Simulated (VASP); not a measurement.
The cell holds one CoAl (CsCl type) (110) slab, with vacuum along c, ions free to move until forces fall under 0.03 eV/Å, no reconstruction beyond this cell, dipole correction on.

Consider the following.

```
AlCo
1.0
    2.82308     0.00000     0.00000
    0.00000     3.99243     0.00000
    0.00000     0.00000    24.78742
Al Co
5 5
Direct
  0.50000   0.00000   0.33462
  0.50000   0.50000   0.41960
  0.50000   0.00000   0.50000
  0.50000   0.50000   0.58040
  0.50000   0.00000   0.66538
  0.00000   0.50000   0.34278
  0.00000   0.00000   0.42002
  0.00000   0.50000   0.50000
  0.00000   0.00000   0.57998
  0.00000   0.50000   0.65722
```

The numbers are results of PBEsol GGA, VASP's PBE PAW potentials (set 64) (plane waves; VASP 6.6.1), not measurements. Numerical set-up: 400 eV cut-off, 10×7×1 Γ-centred mesh, first-order Methfessel-Paxton smearing of 0.10 eV, potentials Al Co.

Slab and bulk use different k-meshes, so the surface energy is good to a few per cent at best.

### Question
Predict its surface energy, work function, band gap (on the k-mesh).

### Answer

```json
{
  "surface_energy": "2.44 J/m^2",
  "work_function": "4.97 eV",
  "band gap (on the k-mesh)": "none (metal, semimetal or under 0.01 eV)"
}
```

The cell is a thin slab with vacuum, built from CoAl (CsCl type): (110) face. The run is not spin-polarised, so no magnetic state was tried.
